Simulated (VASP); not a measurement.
# SnBrCl3 (Pmn2_1) in VASP: relaxation of cell and atoms with PBE

Aim: the relaxation of cell and atoms of SnBrCl3 with PBE.

Program: VASP 6.6.1. These are calculated values, not measurements. Logs are shortened: lines on timing, memory, paths and dates and some standing lists are left out, and cuts for length are marked.

**1. Starting point**

It takes space group Pmn2_1 (No. 31, orthorhombic). The conventional cell has a = 7.300 Å, b = 6.300 Å, c = 6.150 Å, α = 90.00°, β = 90.00°, γ = 90.00°. Sn (site symmetry m) has 3 Cl at 2.28 Å and 1 Br at 2.43 Å as nearest neighbours. Around Br (site symmetry m) lie 1 Sn at 2.43 Å. Around Cl (site symmetry m) lie 1 Sn at 2.28 Å. Cl (site symmetry 1) is surrounded by 1 Sn at 2.28 Å.

The cell was built by a generator and needn't be a form met in nature.

**2. Relaxation of cell and atoms, PBE**

INCAR reads:

```
SYSTEM = SnBrCl3
PREC     = Normal         ! precision mode
ENCUT    = 520            ! plane-wave cutoff, eV
EDIFF    = 1E-4           ! SCF threshold, eV
ISMEAR   = 0              ! smearing method
SIGMA    = 0.15           ! smearing width, eV
LREAL    = Auto         
LASPH    = .TRUE.         ! aspherical terms in the spheres
NELM     = 60             ! most SCF steps
ALGO     = Fast           ! electronic algorithm
ISIF     = 3              ! what is computed and relaxed
LWAVE    = .FALSE.        ! write WAVECAR
LCHARG   = .FALSE.        ! write CHGCAR
GGA      = PE             ! functional
IBRION   = 2              ! ionic algorithm
NSW      = 24             ! ionic steps
EDIFFG   = -0.08          ! ionic threshold
```

KPOINTS reads:

```
regular mesh
0
G
  2 2 3
  0 0 0
```

POSCAR reads:

```
SnBrCl3
1.0
    7.3000000000      0.0000000000      0.0000000000
    0.0000000000      6.3000000000      0.0000000000
    0.0000000000      0.0000000000      6.1500000000
Sn Br Cl
2 2 6
Direct
    0.5000000000      0.1700000000      0.5000000000
    0.0000000000      0.8300000000      0.0000000000
    0.5000000000      0.1700000000      0.8950000000
    0.0000000000      0.8300000000      0.3950000000
    0.5000000000      0.8290000000      0.3760000000
    0.7550000000      0.3410000000      0.3760000000
    0.2450000000      0.3410000000      0.3760000000
    0.0000000000      0.1710000000      0.8760000000
    0.2550000000      0.6590000000      0.8760000000
    0.7450000000      0.6590000000      0.8760000000
```

Potentials or basis: VASP PAW PBE potentials, release 64 (Sn_d, Br, Cl).

Run with:

```console
$ cat potpaw_PBE.64/Sn_d/POTCAR potpaw_PBE.64/Br/POTCAR potpaw_PBE.64/Cl/POTCAR > POTCAR
$ mpirun -np 1 vasp_std > vasp.out
```

OUTCAR:

```text
SYSTEM = SnBrCl3
   PREC = Normal
   ENCUT = 520
   EDIFF = 1E-4
   ISMEAR = 0
   LREAL = Auto
   LASPH = .TRUE.
   NELM = 60
   ISIF = 3
   GGA = PE
   IBRION = 2
   NSW = 24
   EDIFFG = -0.08

 ion  position               nearest neighbor table
   1  0.500  0.170  0.500-   5 2.28   6 2.28   7 2.28   3 2.43
   2  0.000  0.830  0.000-   8 2.28   9 2.28  10 2.28   4 2.43
   3  0.500  0.170  0.895-   1 2.43
   4  0.000  0.830  0.395-   2 2.43
   5  0.500  0.829  0.376-   1 2.28
   6  0.755  0.341  0.376-   1 2.28
   7  0.245  0.341  0.376-   1 2.28
   8  0.000  0.171  0.876-   2 2.28
   9  0.255  0.659  0.876-   2 2.28
  10  0.745  0.659  0.876-   2 2.28

  LATTYP: Found a simple orthorhombic cell.
 ALAT       =     6.1500000000
 B/A-ratio  =     1.0243902439
 C/A-ratio  =     1.1869918699

  Lattice vectors:

 A1 = (   0.0000000000,   0.0000000000,  -6.1500000000)
 A2 = (   0.0000000000,   6.3000000000,   0.0000000000)
 A3 = (   7.3000000000,   0.0000000000,   0.0000000000)

Analysis of symmetry for initial positions (statically):
=====================================================================
 Subroutine PRICEL returns:
 Original cell was already a primitive cell.

 Routine SETGRP: Setting up the symmetry group for a
 simple orthorhombic supercell.

 Subroutine GETGRP returns: Found  4 space group operations
 (whereof  2 operations were pure point group operations)
 out of a pool of  8 trial point group operations.

The static configuration has the point symmetry C_1h.
 The point group associated with its full space group is C_2v.

Analysis of symmetry for dynamics (positions and initial velocities):
=====================================================================
 Subroutine PRICEL returns:
 Original cell was already a primitive cell.

 Routine SETGRP: Setting up the symmetry group for a
 simple orthorhombic supercell.

 Subroutine GETGRP returns: Found  4 space group operations
 (whereof  2 operations were pure point group operations)
 out of a pool of  8 trial point group operations.

The dynamic configuration has the point symmetry C_1h.
 The point group associated with its full space group is C_2v.

 Subroutine INISYM returns: Found  4 space group operations
 (whereof  2 operations are pure point group operations),
 and found     1 'primitive' translations

----------------------------------------------------------------------------------------

                                     Primitive cell

  volume of cell :     282.8385

[... 106 lines left out ...]
     AMIX     =   0.40;   BMIX     =  1.00
     AMIX_MAG =   1.60;   BMIX_MAG =  1.00
  volume/ion in A,a.u.               =      28.28       190.87
  Fermi-wavevector in a.u.,A,eV,Ry     =   1.092249  2.064052 16.231865  1.193008
  Thomas-Fermi vector in A             =   2.228511
   LORBIT       =      0    0 simple, 1 ext, 2 COOP (PROOUT), +10 PAW based schemes
   GGA     = PE    functional components
   LHFCALC =     F    Hartree Fock is set to
   AEXX    =    0.0000 exact exchange contribution
   IVDW    =     0    specifies the selected vdW correction
   LEPSILON=     F    determine dielectric tensor
   LRPA    =     F    only Hartree local field effects (RPA)
 conjugate gradient relaxation of ions
 non-spin polarized calculation
 RMM-DIIS sequential band-by-band and
 Gauss-broadening in eV      SIGMA  =   0.15
  energy-cutoff  :      520.00
  volume of cell :      282.84
 maximum number of plane-waves:      7660
   NGX = 27   NGY = 23   NGZ = 23

--------------------------------------- Ionic step        1  -------------------------------------------

 number of electron      83.9999928 magnetization

 Free energy of the ion-electron system (eV)
  ---------------------------------------------------
  ext. energy  EPLUGINS =         0.00000000
  ---------------------------------------------------
  free energy    TOTEN  =       -29.72528126 eV

  energy without entropy =      -29.72528126  energy(sigma->0) =      -29.72528126

------------------------ aborting loop because EDIFF is reached ----------------------------------------

  FORCE on cell =-STRESS in cart. coord.  units (eV):
  Direction    XX          YY          ZZ          XY          YZ          ZX
  --------------------------------------------------------------------------------------
  -------------------------------------------------------------------------------------
  Total        8.2348663      8.1908111      7.7379359      0.0000000      0.0000000      0.0000000
  in kB       46.6475254     46.3979689     43.8325953      0.0000000      0.0000000      0.0000000
  external PRESSURE =      45.6260299 kB  Pullay stress =       0.0000000 kB
[... 113 lines left out ...]
  FREE ENERGIE OF THE ION-ELECTRON SYSTEM (eV)
  ---------------------------------------------------
  free  energy   TOTEN  =       -30.0279960015 eV

  energy  without entropy=      -30.0279960014  energy(sigma->0) =      -30.02799600

 E-fermi :   0.0907     XC(G=0):  -7.5856

 val. band max:       -0.6558488429   @ k =   0.0000   0.5000   0.0000
 cond. band min:       1.8783565310   @ k =   0.0000   0.0000   0.0000
 fundamental gap:      2.5342053739
 Fermi energy:         0.0906954071

 k-point     1 :       0.0000    0.0000    0.0000
  band No.  band energies     occupation
      1     -21.4536      2.00000
      2     -21.4531      2.00000
      3     -21.4470      2.00000
      4     -21.4468      2.00000
      5     -21.4056      2.00000
      6     -21.4051      2.00000
[... 413 lines left out ...]
     49       5.6468      0.00000
     50       5.6468      0.00000

[... ionic steps 4 to 19 ...]

--------------------------------------- Ionic step       20  -------------------------------------------

 number of electron      83.9999894 magnetization

------------------------ aborting loop because EDIFF is reached ----------------------------------------
[... 83 lines left out ...]
--------------------------------------- Ionic step       22  -------------------------------------------

 number of electron      83.9999920 magnetization

 Free energy of the ion-electron system (eV)
  ---------------------------------------------------
  ext. energy  EPLUGINS =         0.00000000
  ---------------------------------------------------
  free energy    TOTEN  =       -30.68990017 eV

  energy without entropy =      -30.68990017  energy(sigma->0) =      -30.68990017

 E-fermi :  -2.0726     XC(G=0):  -6.2475

 val. band max:       -2.8322923487   @ k =   0.0000   0.0000   0.3333
 cond. band min:       0.3127930438   @ k =   0.0000   0.0000   0.0000
 fundamental gap:      3.1450853925
 Fermi energy:        -2.0726324487

 k-point     1 :       0.0000    0.0000    0.0000
  band No.  band energies     occupation
      1     -23.2611      2.00000
      2     -23.2611      2.00000
      3     -23.2598      2.00000
      4     -23.2597      2.00000
      5     -23.2274      2.00000
      6     -23.2274      2.00000
[... 450 lines left out ...]
  FREE ENERGIE OF THE ION-ELECTRON SYSTEM (eV)
  ---------------------------------------------------
  free  energy   TOTEN  =       -30.6899001695 eV

  energy  without entropy=      -30.6899001695  energy(sigma->0) =      -30.68990017

 reached required accuracy - stopping structural energy minimisation
```

It took 12 min on 1 thread of Intel Xeon Platinum 8259CL at 2.50GHz (Skylake/Cascade Lake), shared host; peak memory 0.28 GiB.

What came out:

* Free energy: -30.6899 eV
* Relaxed volume: 45.47 Å³/atom
* Relaxed cell: a = 8.689 Å, b = 7.270 Å, c = 7.197 Å, α = 90.00°, β = 90.00°, γ = 90.00°
* Space group after relaxing (to 0.05 Å): Pmn2_1 (No. 31)
* Energy gained by relaxing: 96.5 meV/atom
* Ionic steps: 22
* Pressure after relaxing: -0.1 GPa
* Largest force after relaxing: 0.074 eV/Å
* Band gap on the k mesh: 3.15 eV, indirect (least direct gap 3.17 eV)

Forces in eV/Å, atoms in the order of the input:
```
Sn   0.000 -0.061  0.040
Sn   0.000  0.061  0.040
Br   0.000  0.011 -0.073
Br   0.000 -0.011 -0.073
Cl   0.000  0.026  0.042
Cl  -0.007  0.015 -0.005
Cl   0.007  0.015 -0.005
Cl   0.000 -0.026  0.042
Cl  -0.007 -0.015 -0.005
Cl   0.007 -0.015 -0.005
```

Stress tensor (GPa, compression positive):
```
-0.02  0.00  0.00
 0.00 -0.02  0.00
 0.00  0.00 -0.15
```

The path:
| step | energy change (eV) | largest force (eV/Å) | pressure (GPa) | volume (Å³) |
| --- | --- | --- | --- | --- |
| 1 | 0.0000 | 0.5045 | 4.56 | 282.84 |
| 2 | -0.2195 | 1.0407 | -1.29 | 317.11 |
| 3 | -0.3027 | 0.6059 | 0.31 | 304.25 |
| 4 | -0.4130 | 0.4958 | 0.43 | 311.45 |
| 5 | -0.6383 | 0.7214 | 0.29 | 333.71 |
| 6 | -0.6745 | 1.5772 | 1.06 | 381.27 |
| 7 | -0.7230 | 1.1390 | 0.77 | 362.60 |
| 8 | -0.7738 | 0.9649 | 0.54 | 368.54 |
| 9 | -0.8801 | 0.4089 | 0.12 | 386.73 |
| 10 | -0.8798 | 0.9743 | -0.15 | 424.87 |
| 11 | -0.9155 | 0.2559 | -0.07 | 405.91 |
| 12 | -0.9212 | 0.2449 | 0.00 | 407.97 |
| 13 | -0.9336 | 0.3241 | 0.12 | 414.19 |
| 14 | -0.9341 | 0.5201 | 0.44 | 426.80 |
| 15 | -0.9376 | 0.4080 | 0.33 | 420.28 |
| 16 | -0.9434 | 0.3286 | 0.34 | 423.43 |
| 17 | -0.9548 | 0.2059 | 0.17 | 432.97 |
| 18 | -0.9570 | 0.1990 | 0.23 | 436.92 |
| 19 | -0.9575 | 0.2766 | 0.13 | 444.88 |
| 20 | -0.9641 | 0.1398 | -0.02 | 451.14 |
| 21 | -0.9647 | 0.1050 | -0.05 | 453.91 |
| 22 | -0.9646 | 0.0737 | -0.06 | 454.68 |

Final structure:
```
Sn Br Cl
1.0
     8.68917    0.00000    0.00000
     0.00000    7.27040    0.00000
     0.00000    0.00000    7.19731
Sn Br Cl
2 2 6
Cartesian
  4.3446 1.2350 3.6362
  8.6892 6.0354 0.0375
  4.3446 1.2609 6.1045
  8.6892 6.0095 2.5059
  4.3446 6.3421 2.7844
  6.2300 2.3162 2.8169
  2.4591 2.3162 2.8169
  8.6892 0.9283 6.3831
  1.8854 4.9542 6.4155
  6.8037 4.9542 6.4155
```

Levels at points of the mesh, in eV from the valence-band top:
| k point | band 38 | band 39 | band 40 | band 41 | band 42 | band 43 | band 44 | band 45 | band 46 | band 47 |
| --- | --- | --- | --- | --- | --- | --- | --- | --- | --- | --- |
| (0.00, 0.00, 0.00) | -0.42 | -0.15 | -0.08 | -0.07 | -0.02 | 3.15 | 3.41 | 6.40 | 6.49 | 6.52 |
| (0.50, 0.00, 0.00) | -0.49 | -0.17 | -0.17 | -0.09 | -0.09 | 3.35 | 3.35 | 6.42 | 6.42 | 6.58 |
| (0.00, 0.50, 0.00) | -0.32 | -0.19 | -0.12 | -0.10 | -0.02 | 3.35 | 3.37 | 6.24 | 6.41 | 6.53 |
| (0.50, 0.50, 0.00) | -0.39 | -0.13 | -0.13 | -0.11 | -0.11 | 3.41 | 3.41 | 6.41 | 6.41 | 6.55 |

Caveat: the k mesh is coarse (spacing up to 0.50 Å⁻¹), so the values aren't converged; the volume moved by over 15 % at a fixed basis, so the end points are rough; spin-orbit coupling is left out, which moves the levels of the heavy elements; an odd mesh through Γ misses points on the zone boundary, where band edges often lie; the relaxation stopped at a loose force limit of 0.08 eV/Å, so its end isn't a converged minimum.
